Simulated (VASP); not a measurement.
Consider the following.

```
AlSr12Ti11O36
1.0
    7.89216     0.00000     0.00000
    0.00000     7.89216     0.00000
    0.00000     0.00000    11.83823
Sr Ti O Al
12 11 36 1
Cartesian
  0.10471   0.10546  11.82816
  0.01672   0.05820   3.95992
  0.00956   0.03032   7.85692
  0.10148   3.84590  11.82738
  0.04233   3.90629   3.98707
  0.03268   3.93426   7.83052
  3.84289   0.10875  11.82657
  3.91872   0.04543   3.95355
  3.92800   0.01773   7.86423
  3.84584   3.84242  11.82580
  3.88956   3.91366   3.97029
  3.89981   3.94365   7.84884
  1.99066   2.03306   1.96393
  1.99800   2.03581   9.72016
  1.97369   5.97259   1.94192
  1.95516   5.89052   5.89066
  1.97904   5.98014   9.82044
  5.93321   2.00534   1.86566
  5.95010   2.00166   5.81066
  5.94993   2.01091   9.75739
  5.92213   5.94061   1.87270
  5.89980   5.94245   5.85114
  5.92872   5.94802   9.86972
  1.96494   7.88184   1.92507
  7.88752   1.95375   1.97091
  1.96436   1.96353   0.05034
  2.04268   0.00913   5.98129
  0.01381   2.03117   5.91773
  1.99063   1.99122   3.97652
  1.96345   7.89078   9.94111
  0.00244   1.95228   9.98845
  1.98329   1.98180   7.87875
  1.96874   3.92107   1.92241
  0.00291   5.89976   2.01241
  1.97452   5.88678  11.83289
  1.90176   3.92220   5.95714
  7.88742   5.91156   5.93650
  1.97492   5.91269   3.96830
  1.96713   3.90579   9.92353
  7.89073   5.89468   9.82780
  1.97707   5.91925   7.93296
  5.91453   7.88394   2.04368
  3.92336   1.95773   1.96552
  5.90124   1.96607   0.04329
  5.93542   7.88941   5.95244
  3.93817   1.89186   5.88227
  5.89519   1.96529   3.98091
  5.90592   7.88227   9.85749
  3.90947   1.95597   9.96101
  5.91235   1.96666   7.94648
  5.91136   3.93083   2.04077
  3.93877   5.89652   2.01062
  5.91956   5.92023   0.01313
  5.90416   3.94723   5.95285
  3.94394   5.88335   5.93681
  5.92005   5.92204   4.01624
  5.90282   3.92749   9.85996
  3.93758   5.89149   9.82969
  5.91765   5.92007   7.87353
  2.00413   1.95943   5.92156
```

Level of theory: PBE GGA, VASP's PBE PAW potentials (set 64) (plane waves; VASP). Numerical set-up: PREC = Normal, LREAL = Auto, ISYM = 0, EDIFF = 1E-5, 400 eV cut-off, 1×1×1 Γ-centred mesh, Gaussian smearing of 0.050 eV, potentials Sr_sv Ti O Al. Starting moments (MAGMOM): 60*0.0167. The cell's moment is fixed (NUPDOWN = 1).

At this cut-off the stress carries a Pulay error, which pulls relaxed volumes low. The supercell is sampled at Γ alone, which is coarse: total energies, pressure and levels can be off, energies of defects by several tenths of an eV.

**Question.** The ions are relaxed. Give the cell that the relaxation ends in.

**Answer.** 
```
AlSr12Ti11O36
1.0
    7.89216     0.00000     0.00000
    0.00000     7.89216     0.00000
    0.00000     0.00000    11.83823
Sr Ti O Al
12 11 36 1
Direct
  0.00996   0.01131   0.99564
  0.01091   0.01073   0.32272
  0.00903   0.00900   0.66097
  0.01132   0.50649   0.99408
  0.01248   0.50116   0.32704
  0.01166   0.50885   0.66048
  0.50605   0.01250   0.99454
  0.50126   0.01248   0.32696
  0.50863   0.01156   0.66032
  0.50629   0.50654   0.99253
  0.49894   0.49911   0.33173
  0.50676   0.50673   0.66047
  0.26155   0.26223   0.16237
  0.26079   0.26103   0.82038
  0.26239   0.75957   0.15669
  0.25922   0.76102   0.49099
  0.26138   0.76328   0.82380
  0.75923   0.26322   0.15709
  0.76112   0.25912   0.49108
  0.76272   0.26171   0.82372
  0.75993   0.76037   0.15705
  0.75955   0.75981   0.48993
  0.76228   0.76277   0.82459
  0.23410   0.99347   0.16922
  0.99309   0.23548   0.17004
  0.24964   0.25111   0.00434
  0.24932   0.00204   0.50210
  0.00208   0.24887   0.50214
  0.24691   0.24650   0.33682
  0.23665   0.99683   0.84101
  0.99662   0.23690   0.83992
  0.24675   0.24606   0.66344
  0.23417   0.49680   0.17300
  0.99354   0.73717   0.17492
  0.24830   0.74217   0.00190
  0.24960   0.49403   0.50251
  0.99780   0.73839   0.50790
  0.24539   0.74958   0.33686
  0.23686   0.49432   0.83613
  0.99557   0.73645   0.84166
  0.24215   0.75145   0.66906
  0.73745   0.99407   0.17433
  0.49642   0.23374   0.17219
  0.74353   0.24980   0.00213
  0.73834   0.99785   0.50808
  0.49417   0.24969   0.50244
  0.74874   0.24535   0.33693
  0.73704   0.99580   0.84288
  0.49419   0.23655   0.83674
  0.75035   0.24211   0.66909
  0.73573   0.49505   0.17743
  0.49446   0.73697   0.17668
  0.74314   0.74215   0.00310
  0.73938   0.49682   0.50988
  0.49681   0.73885   0.50972
  0.74539   0.74674   0.33821
  0.73643   0.49449   0.83813
  0.49427   0.73655   0.83831
  0.74890   0.75013   0.67039
  0.25292   0.25260   0.49442
``` The cell ends with 1.00 μB, on the first 30 sites 0.00 0.00 0.00 0.00 0.00 0.00 0.00 0.00 0.00 0.00 0.00 0.00 0.00 0.00 0.00 -0.03 0.00 0.00 -0.03 0.00 0.00 -0.03 0.00 0.01 0.01 0.00 0.07 0.07 0.01 0.00 μB.

**Question.** How much energy does the relaxation gain?

**Answer.** The energy (σ→0) changes by -38.8 meV/atom, in 45 ionic steps.

| step | E(σ→0) (eV) | max force (eV/Å) | pressure (GPa) | volume (Å³) |
|---|---|---|---|---|
| 1 | -466.1980 | 2.207 | -3.06 | 737.36 |
| 2 | -467.1115 | 1.563 | -2.91 | 737.36 |
| 3 | -467.2063 | 1.964 | -2.62 | 737.36 |
| 4 | -467.6251 | 1.817 | -2.09 | 737.36 |
| 5 | -467.6980 | 2.222 | -1.65 | 737.36 |
| 6 | -467.9919 | 0.763 | -2.12 | 737.36 |
| 7 | -468.0263 | 1.215 | -2.28 | 737.36 |
| 8 | -468.1609 | 0.902 | -2.55 | 737.36 |
| 9 | -468.1858 | 1.175 | -2.70 | 737.36 |
| 10 | -468.3071 | 0.675 | -2.49 | 737.36 |
| 11 | -468.3328 | 1.405 | -1.99 | 737.36 |
| 12 | -468.3501 | 0.948 | -2.21 | 737.36 |
| 13 | -468.4101 | 0.562 | -1.93 | 737.36 |
| 14 | -468.4108 | 0.515 | -1.95 | 737.36 |
| 15 | -468.4369 | 0.221 | -1.89 | 737.36 |
| 16 | -468.4392 | 0.430 | -1.86 | 737.36 |
| 17 | -468.4573 | 0.282 | -1.84 | 737.36 |
| 18 | -468.4581 | 0.396 | -1.83 | 737.36 |
| 19 | -468.4733 | 0.151 | -1.82 | 737.36 |
| 20 | -468.4735 | 0.273 | -1.81 | 737.36 |
| 21 | -468.4833 | 0.179 | -1.78 | 737.36 |
| 22 | -468.4832 | 0.215 | -1.78 | 737.36 |
| 23 | -468.4940 | 0.164 | -1.75 | 737.36 |
| 24 | -468.4941 | 0.204 | -1.74 | 737.36 |
| 25 | -468.5020 | 0.115 | -1.75 | 737.36 |

The cell is a supercell with a defect, built from SrTiO3 (cubic perovskite, the ideal cubic form; the compound distorts at low or room temperature): Al_Ti.
